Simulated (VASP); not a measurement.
The cell holds one Cu (fcc) (100) slab, with vacuum along c, ions free to move until forces fall under 0.03 eV/Å, no reconstruction beyond this cell, dipole correction on.

Consider the following.

```xyz
6
Lattice="2.5317 0.0000 0.0000 0.0000 2.5317 0.0000 0.0000 0.0000 25.6178" Properties=species:S:1:pos:R:3 pbc="T T T"
Cu     1.2658     0.0000     8.3536
Cu     0.0000     1.2658    10.0994
Cu     1.2658     0.0000    11.9046
Cu     0.0000     1.2658    13.7132
Cu     1.2658     0.0000    15.5184
Cu     0.0000     1.2658    17.2642
```

Calculation: r2SCAN meta-GGA, VASP's PBE PAW potentials (set 64) (plane waves; VASP 6.6.1). Run with 400 eV cut-off, 11×11×1 Γ-centred mesh, first-order Methfessel-Paxton smearing of 0.10 eV, potentials Cu.

Slab and bulk use different k-meshes, so the surface energy is good to a few per cent at best.

Problem. Predict its surface energy, work function, band gap (on the k-mesh).

Solution. 
The surface energy comes out as 1.67 J/m^2, the work function comes out as 4.60 eV and the band gap (on the k-mesh) comes out as none (metal, semimetal or under 0.01 eV).

Measured: work function 4.73 eV (computed value off by -0.13 eV), as given by Abhirup Patra et al., Proceedings of the National Academy of Sciences (2017), arXiv:1702.08515.

The cell is a thin slab with vacuum, built from Cu (fcc): (100) face.
